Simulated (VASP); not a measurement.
Consider the following.

```yaml
crystal:
  lattice:
    - [0.00000, 3.33219, 3.33219]
    - [3.33219, 0.00000, 3.33219]
    - [3.33219, 3.33219, 0.00000]
  atoms:
    - { symbol: Sr, position: [0.00000, 0.00000, 0.00000] }
    - { symbol: Te, position: [0.50000, 0.50000, 0.50000] }
```

These are LDA (Ceperley-Alder, Perdew-Zunger), VASP's LDA PAW potentials (set 64) (plane waves; VASP) values and carry that method's errors. Numerical set-up: 520 eV cut-off, 7×7×7 Γ-centred mesh, Gaussian smearing of 0.050 eV, potentials Sr_sv Te.

**Question.** Give the stress tensor in GPa (positive for a compressed cell).

**Answer.** 
```
-2.02   0.00   0.00
 0.00  -2.02   0.00
 0.00   0.00  -2.02
```
The pressure is its mean diagonal, -2.02 GPa.

The compound is SrTe in the rock salt structure. This cell is one point of a volume scan, at 1.06 of the reference volume.
